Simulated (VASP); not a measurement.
Here is a VASP 6.6.1 calculation.

File POSCAR:

```
Ba2ScSbO6
1.0
    0.0000000000      4.7178690000      4.7178690000
    4.7178690000      0.0000000000      4.7178690000
    4.7178690000      4.7178690000      0.0000000000
Ba Sc Sb O
2 1 1 6
Direct
    0.2500000000      0.2500000000      0.2500000000
    0.7500000000      0.7500000000      0.7500000000
    0.0000000000      0.0000000000      0.0000000000
    0.5000000000      0.5000000000      0.5000000000
    0.0000000000      0.0000000000      0.5000000000
    0.0000000000      0.5000000000      0.0000000000
    0.0000000000      0.5000000000      0.5000000000
    0.5000000000      0.0000000000      0.5000000000
    0.5000000000      0.0000000000      0.0000000000
    0.5000000000      0.5000000000      0.0000000000
```

The input INCAR.step1:

```
SYSTEM = Ba2ScSbO6
PREC = Accurate
ENCUT = 520
ISMEAR = 0
SIGMA = 0.05
LREAL = .FALSE.
LASPH = .TRUE.
NELM = 100
NBANDS = 47
GGA = PE
ALGO = Normal
EDIFF = 1E-4
LWAVE = .TRUE.
LCHARG = .FALSE.
```

File INCAR.step2:

```
SYSTEM = Ba2ScSbO6
PREC = Accurate
ENCUT = 520
EDIFF = 1E-6
ISMEAR = 0
SIGMA = 0.05
LREAL = .FALSE.
LASPH = .TRUE.
NELM = 100
ALGO = Normal
ISIF = 2
LWAVE = .FALSE.
LCHARG = .TRUE.
METAGGA = R2SCAN
LMIXTAU = .TRUE.
LELF = .TRUE.
LVHAR = .TRUE.
NBANDS = 47
ISTART = 1
```

File KPOINTS:

```
regular mesh
0
G
  3 3 3
  0 0 0
```

Potentials or basis: VASP PAW PBE potentials, release 64 (Ba_sv, Sc_sv, Sb, O).

Command:

```console
$ cat potpaw_PBE.64/Ba_sv/POTCAR potpaw_PBE.64/Sc_sv/POTCAR potpaw_PBE.64/Sb/POTCAR potpaw_PBE.64/O/POTCAR > POTCAR
$ cp INCAR.step1 INCAR
$ mpirun -np 1 vasp_std > vasp.out
$ cp INCAR.step2 INCAR
$ mpirun -np 1 vasp_std > vasp.out
```

Predict the pressure.

-2.2 GPa.

Estimate the band gap on the k mesh.

none (metal or under the smearing width).

Caveat: the k mesh is coarse (spacing up to 0.38 Å⁻¹), so the values aren't converged; the PAW data sets were made with another functional, which shifts forces and pressure a little. The run has no spin-orbit coupling, so splittings on Ba, Sb are missing.
